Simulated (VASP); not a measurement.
WSi$_{2}$ (MoSi2 type): the lattice constant a from VASP (plane waves, PAW) at several levels of theory. Static lattice. The measured value holds thermal and zero-point effects that the static calculation lacks.

```csv
level,lattice constant a (Å),error against measurement
LDA,3.189,-0.8 %
PBE,3.230,+0.5 %
PBEsol,3.204,-0.3 %
```

Measured: 3.214 Å (as given by Orest Pavlosiuk et al., Physical Review B (2022), arXiv:2202.05362).

The cell of the LDA run:

```yaml
crystal:
  lattice:
    - [-1.59453, 1.59453, 3.89056]
    - [1.59453, -1.59453, 3.89056]
    - [1.59453, 1.59453, -3.89056]
  atoms:
    - { symbol: Si, position: [0.66537, 0.66537, 0.00000] }
    - { symbol: Si, position: [0.33463, 0.33463, 0.00000] }
    - { symbol: W, position: [0.00000, 0.00000, 0.00000] }
```

Only levels that ran to the end are used. Left out are those held back, those with too coarse a band path, GW runs whose mesh misses a band edge, hybrids' fits of cells that aren't cubic and levels without matching references; a question may draw on a part of the rest.

The compound is WSi2 in the MoSi2 type structure.
